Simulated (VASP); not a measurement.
An input for Quantum ESPRESSO's pw.x (written as the equivalent of a VASP run, and not itself run):

```
&CONTROL
  calculation = 'scf'
  pseudo_dir = './pseudo'
  outdir = './out'
  tprnfor = .true.
  tstress = .true.
/
&SYSTEM
  ibrav = 0
  nat = 4
  ntyp = 2
  ecutwfc = 82
  occupations = 'tetrahedra'
  input_dft = 'pbesol'
/
&ELECTRONS
  conv_thr = 7.3e-09
  electron_maxstep = 100
/
ATOMIC_SPECIES
  Ag 107.868 Ag.upf
  Cl 35.450 Cl.upf
CELL_PARAMETERS angstrom
     3.9897117    0.0000000   -0.0000000
    -1.9948559    3.4551916   -0.0000000
     0.0000000   -0.0000000    5.9129484
ATOMIC_POSITIONS crystal
  Ag   0.0000000  0.0000000  1.0000000
  Ag   0.0000000  0.0000000  0.5000000
  Cl   0.3333330  0.6666670  0.2500000
  Cl   0.6666670  0.3333330  0.7500000
K_POINTS automatic
  7 7 4 0 0 0
```

Write the VASP files for the same calculation (PBEsol).

This is not unique; one that fits is 
### KPOINTS
```
Automatic mesh
0
Gamma
7 7 4
0 0 0
```

File POSCAR:
```
AgCl
1
    3.9897117297     0.0000000000    -0.0000000000
   -1.9948558648     3.4551915615    -0.0000000000
    0.0000000000    -0.0000000000     5.9129483591
Ag Cl
2 2
Direct
  0.0000000000   0.0000000000   1.0000000000
  0.0000000000   0.0000000000   0.5000000000
  0.3333330000   0.6666670000   0.2500000000
  0.6666670000   0.3333330000   0.7500000000
```

### INCAR
```
! general
SYSTEM =AgCl
PREC   =Accurate
ENCUT  =400
LREAL  =F
LASPH  =T

! electronic loop
EDIFF  =1E-7
NELM   =100
ALGO   =Normal
LMAXMIX=4

! smearing
ISMEAR =-5

! functional
GGA    =PS

! ions
ISIF   =2

! output
LWAVE  =F
LCHARG =T
LORBIT =11
NEDOS  =601

! other
LEFG   =T
```

POTCAR, in this order: Ag Cl (PBE.64 set). Program: vasp_std.

Limits of the translation: the potentials are each code's own (VASP's PAW set, PseudoDojo norm-conserving files in pw.x), so ENCUT and ecutwfc are chosen apart and not converted; conv_thr bounds pw.x's estimated SCF error, while EDIFF bounds the energy change between steps; the field gradients of LEFG aren't asked of the other code.

The structure was generated: AgCl was put into the NiAs type type (P6_3/mmc), which need not be its known phase. It was relaxed first, which changed the volume by +11 %.
